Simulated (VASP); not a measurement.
Shape and ions are relaxed at each volume.

Consider the following.

```cif
data_Cd2Se2
_chemical_formula_sum 'Cd2 Se2'
_space_group_name_H-M_alt 'P63mc'
_space_group_IT_number 186
_space_group_name_Hall 'P 6c -2c'
_cell_length_a 4.26251
_cell_length_b 4.26251
_cell_length_c 6.95186
_cell_angle_alpha 90.000
_cell_angle_beta 90.000
_cell_angle_gamma 120.000
loop_
_atom_site_label
_atom_site_type_symbol
_atom_site_symmetry_multiplicity
_atom_site_Wyckoff_symbol
_atom_site_fract_x
_atom_site_fract_y
_atom_site_fract_z
_atom_site_occupancy
Cd1 Cd 2 b 0.33333 0.66667 0.00001 1
Se1 Se 2 b 0.33333 0.66667 0.37599 1
```

These are LDA (Ceperley-Alder, Perdew-Zunger), VASP's LDA PAW potentials (set 64) (plane waves; VASP) values and carry that method's errors. Run with 520 eV cut-off, 7×7×4 Γ-centred mesh, Gaussian smearing of 0.050 eV, potentials Cd Se.

### Question
Give the energy at these volumes per atom, relative to the lowest: 25.70, 26.52, 27.34, 28.16, 28.98 Å³.

### Answer
19.9, 4.7, 0.0, 4.1, 15.8 meV/atom. A third-order Birch-Murnaghan fit gives B0 = 57.5 GPa and B0′ = 4.7.

Measured: bulk modulus 53.4 GPa (computed value off by +7.7 %), as given by Michael Grünwald et al., The Journal of Chemical Physics (2012), arXiv:1201.2992. The calculation is for a static lattice, while the measured bulk modulus holds thermal and zero-point effects, which are part of the difference.

The compound is CdSe in the wurtzite structure. It was relaxed first.
